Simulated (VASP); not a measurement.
VASP ran on this input.

**KPOINTS**
```
Automatic mesh
0
Gamma
8 8 8
0 0 0
```

POSCAR:
```
SiC
1
    0.0000000000     2.2236000000     2.2236000000
    2.2236000000     0.0000000000     2.2236000000
    2.2236000000     2.2236000000     0.0000000000
Si C
1 1
Direct
  0.0000000000   0.0000000000   0.0000000000
  0.2500000000   0.2500000000   0.2500000000
```

### INCAR
```
SYSTEM = SiC
PREC = Accurate
ENCUT = 520
EDIFF = 1E-6
NELM = 100
ALGO = Normal
LREAL = .FALSE.
LASPH = .TRUE.
ISMEAR = 0
SIGMA = 0.05
GGA = PE
LWAVE = .FALSE.
LCHARG = .FALSE.
ISIF = 2
LSORBIT = .TRUE.
MAGMOM = 0 0 0 0 0 0
GGA_COMPAT = .FALSE.
```

POTCAR, in this order: Si C (PBE.64 set). Program: vasp_std.

The resulting files:

File standard output:
```
 POSCAR found type information on POSCAR SiC
 POSCAR found :  2 types and       2 ions
 Reading from existing POTCAR

 -----------------------------------------------------------------------------
|                                                                             |
|     EEEEEEE  RRRRRR   RRRRRR   OOOOOOO  RRRRRR      ###     ###     ###     |
|     E        R     R  R     R  O     O  R     R     ###     ###     ###     |
|     E        R     R  R     R  O     O  R     R     ###     ###     ###     |
|     EEEEE    RRRRRR   RRRRRR   O     O  RRRRRR       #       #       #      |
|     E        R   R    R   R    O     O  R   R                               |
|     E        R    R   R    R   O     O  R    R      ###     ###     ###     |
|     EEEEEEE  R     R  R     R  OOOOOOO  R     R     ###     ###     ###     |
|                                                                             |
|     ERROR: Noncollinear calculations require that VASP is compiled          |
|     without the flag -DNGXhalf and-DNGZhalf.                                |
|     You probably tried to run a noncollinear calculation                    |
|     (LNONCOLLINEAR=T) with the executable vasp_std. Use vasp_ncl            |
|     instead!                                                                |
|                                                                             |
|       ---->  I REFUSE TO CONTINUE WITH THIS SICK JOB ... BYE!!! <----       |
|                                                                             |
 -----------------------------------------------------------------------------
```

**Question.** Read the log: what went wrong, and how is it fixed?

**Answer.** The cause: LSORBIT needs the non-collinear program vasp_ncl. VASP stops with an error: ERROR: Noncollinear calculations require that VASP is compiled without the flag -DNGXhalf and-DNGZhalf. You probably tried to run a noncollinear calculation (LNONCOLLINEAR=T) with the executable vasp_std. Use vasp_ncl instead! ----> I REFUSE TO CONTINUE WITH THIS SICK JOB ... BYE!!! <---- To mend it, run vasp_ncl.

The mended run (PBE GGA with spin-orbit coupling, plane waves, VASP's PBE PAW potentials (set 64)) converges, and its OSZICAR ends with
```
   1 F= -.15031536E+02 E0= -.15031536E+02  d E =-.783686E-14  mag=     0.0000    -0.0000     0.0000
```

The compound is SiC in the zinc blende structure. The cell was not relaxed at this level.
